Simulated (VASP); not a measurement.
Energy against volume of Pt3Ti (L1_2). Method: PBE GGA with D4 dispersion, VASP's PBE PAW potentials (set 64) (plane waves; VASP). Numerical set-up: 520 eV cut-off, 8×8×8 Γ-centred mesh, first-order Methfessel-Paxton smearing of 0.10 eV, potentials Ti_sv Pt.

| V (Å³/atom) | E (eV/atom) |
|---|---|
| 14.525 | -7.99492 |
| 14.975 | -8.00689 |
| 15.424 | -7.99741 |
| 15.873 | -7.96999 |

**Question.** Fit these four points and predict the energy of the run at 14.076 Å³/atom.

**Answer.** A cubic in V^(−2/3), the third-order Birch-Murnaghan form, passes through the four points with V0 = 14.99 Å³/atom and B0 = 253 GPa, and gives -7.9574 eV/atom there. The run gave -7.9572 eV/atom, +0.2 meV/atom from the fit; all five points give B0 = 254 GPa.

The compound is Pt3Ti in the L1_2 structure. It was relaxed first.
